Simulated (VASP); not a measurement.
These are vdW-DF-cx, VASP's PBE PAW potentials (set 64) (plane waves; VASP) values and carry that method's errors.

The input files of a VASP run:

### KPOINTS
```
Automatic mesh
0
Gamma
9 9 5
0 0 0
```

INCAR:
```
AGGAC  =  0.0
ALGO  =  Normal
EDIFF  =  1E-6
EDIFFG  =  -0.02
ENCUT  =  520
GGA  =  CX
IBRION  =  2
ISIF  =  3
ISMEAR  =  0
LASPH  =  .TRUE.
LCHARG  =  .FALSE.
LREAL  =  .FALSE.
LUSE_VDW  =  .TRUE.
LWAVE  =  .FALSE.
NELM  =  100
NSW  =  60
PREC  =  Accurate
SIGMA  =  0.05
SYSTEM  =  BN
```

**POSCAR**
```
BN
1
    1.2712230378    -2.2018231076    -0.0000000000
    1.2712230378     2.2018231076    -0.0000000000
   -0.0000000000    -0.0000000000     4.2050197319
B N
2 2
Direct
  0.6666670000   0.3333330000   0.5002486094
  0.3333330000   0.6666670000   0.0002486094
  0.6666670000   0.3333330000   0.8747513906
  0.3333330000   0.6666670000   0.3747513906
```

POTCAR, in this order: B N (PBE.64 set). Program: vasp_std.

Problem. Estimate the energy per atom (σ→0), volume per atom, band gap (on the k-mesh).

Solution. 
```json
{
 "energy per atom (σ→0)": "-7.872 eV/atom",
 "band gap (on the k-mesh)": "5.09 eV",
 "volume_per_atom": "5.94 Å³/atom"
}
```

OSZICAR:
```
...
       N       E                     dE             d eps       ncg     rms          rms(c)
DAV:   1    -0.314933605475E+02   -0.66160E-02   -0.98085E-02  1004   0.334E+00    0.419E-01
DAV:   2    -0.314900510361E+02    0.33095E-02   -0.85097E-03  1068   0.868E-01    0.132E-01
DAV:   3    -0.314898748578E+02    0.17618E-03   -0.85773E-04  1088   0.261E-01    0.437E-02
DAV:   4    -0.314898446279E+02    0.30230E-04   -0.47838E-05  1020   0.657E-02    0.209E-02
DAV:   5    -0.314898401930E+02    0.44349E-05   -0.12330E-05  1016   0.312E-02    0.860E-03
DAV:   6    -0.314898404926E+02   -0.29955E-06   -0.58767E-07   560   0.868E-03
   3 F= -.31489840E+02 E0= -.31489840E+02  d E =-.280590E-02
```

The compound is BN in the wurtzite structure, a metastable high-pressure form. This run relaxes it. Symmetry was kept, so distortions that lower it aren't found. The start is the result of an earlier pass.
